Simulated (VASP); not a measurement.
Consider the following.

```xyz
4
Lattice="2.1049 1.2153 6.9313 -2.1049 1.2153 6.9313 0.0000 -2.4306 6.9313" Properties=species:S:1:pos:R:3 pbc="T T T"
Mg     0.0000     0.0000    20.5945
Mg     0.0000     0.0000    10.6142
Te     0.0000     0.0000     2.5462
S      0.0000     0.0000    13.0312
```

Level of theory: LDA (Ceperley-Alder, Perdew-Zunger), VASP's LDA PAW potentials (set 64) (plane waves; VASP 6.6.1). Numerical set-up: 400 eV cut-off, 11×11×11 Γ-centred mesh, Gaussian smearing of 0.010 eV, potentials Mg Te S.

Unless said otherwise, spin-orbit coupling is left out, though it shifts the bands of the heavy elements here.

### Question
What does the run give for the energy per atom (σ→0), band gap (on the k-mesh) with the smallest direct gap where there is one?

### Answer

```yaml
band gap (on the k-mesh): 1.39 eV
smallest direct gap (on the k-mesh): 1.39 eV
energy per atom (σ→0): -4.111 eV/atom
```

The absolute energy has meaning only against runs of the same code, potentials and settings.

The structure comes from a computed database's Mg2TeS entry (R3m); how it stands against other phases isn't given here. It was relaxed first, which changed the volume by -7 %.
